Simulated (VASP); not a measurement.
A convergence study with VASP on ZrC (rock salt): a few settings are varied, all else stays as given below, so the limit is that of these other settings.

```
ZrC
1.0
    0.00000     2.35000     2.35000
    2.35000     0.00000     2.35000
    2.35000     2.35000     0.00000
Zr C
1 1
Direct
  0.00000   0.00000   0.00000
  0.50000   0.50000   0.50000
```

Computed with PBE GGA, VASP's PBE PAW potentials (set 64) (plane waves; VASP). The last row used: 700 eV cut-off, 21×21×21 Γ-centred mesh, second-order Methfessel-Paxton smearing of 0.40 eV, potentials Zr_sv C.

```
setting                                   E (eV/atom)  pressure (GPa)  irreducible k-points
----------------------------------------  -----------  --------------  --------------------
ISMEAR = -1, SIGMA = 0.01, 7×7×7 mesh         -9.7290            1.35                    20
ISMEAR = -1, SIGMA = 0.2, 7×7×7 mesh          -9.7288            1.55                    20
ISMEAR = 0, SIGMA = 0.01, 7×7×7 mesh          -9.7289            1.35                    20
ISMEAR = 0, SIGMA = 0.2, 7×7×7 mesh                 ?               ?                    20
ISMEAR = 1, SIGMA = 0.01, 7×7×7 mesh          -9.7289            1.35                    20
ISMEAR = 1, SIGMA = 0.2, 7×7×7 mesh           -9.7292            1.42                    20
ISMEAR = 2, SIGMA = 0.01, 7×7×7 mesh          -9.7289            1.35                    20
ISMEAR = 2, SIGMA = 0.2, 7×7×7 mesh           -9.7291            1.39                    20
ISMEAR = -1, SIGMA = 0.05, 15×15×15 mesh      -9.7318            1.41                   120
ISMEAR = -1, SIGMA = 0.2, 15×15×15 mesh       -9.7309            1.51                   120
ISMEAR = 0, SIGMA = 0.05, 15×15×15 mesh       -9.7318            1.39                   120
ISMEAR = 0, SIGMA = 0.2, 15×15×15 mesh        -9.7318            1.43                   120
ISMEAR = 1, SIGMA = 0.05, 15×15×15 mesh       -9.7318            1.38                   120
ISMEAR = 1, SIGMA = 0.2, 15×15×15 mesh        -9.7318            1.41                   120
ISMEAR = 2, SIGMA = 0.05, 15×15×15 mesh       -9.7318            1.38                   120
ISMEAR = 2, SIGMA = 0.2, 15×15×15 mesh        -9.7318            1.40                   120
ISMEAR = -1, SIGMA = 0.05, 21×21×21 mesh      -9.7320            1.43                   286
ISMEAR = -1, SIGMA = 0.4, 21×21×21 mesh       -9.7200            2.06                   286
ISMEAR = 0, SIGMA = 0.05, 21×21×21 mesh       -9.7320            1.43                   286
ISMEAR = 0, SIGMA = 0.4, 21×21×21 mesh        -9.7316            1.47                   286
ISMEAR = 1, SIGMA = 0.05, 21×21×21 mesh       -9.7320            1.43                   286
ISMEAR = 1, SIGMA = 0.4, 21×21×21 mesh        -9.7320            1.41                   286
ISMEAR = 2, SIGMA = 0.05, 21×21×21 mesh       -9.7320            1.43                   286
ISMEAR = 2, SIGMA = 0.4, 21×21×21 mesh              ?            1.42                   286
```

Fill in the missing entries.

- ISMEAR = 0, SIGMA = 0.2, 7×7×7 mesh, E (eV/atom): -9.7296
- ISMEAR = 0, SIGMA = 0.2, 7×7×7 mesh, pressure (GPa): 1.46
- ISMEAR = 2, SIGMA = 0.4, 21×21×21 mesh, E (eV/atom): -9.7319

Left out are rungs that failed or repeat a setting and relaxations that didn't move; long series are thinned to 24 rows.

The compound is ZrC in the rock salt structure. The cell was not relaxed at this level.
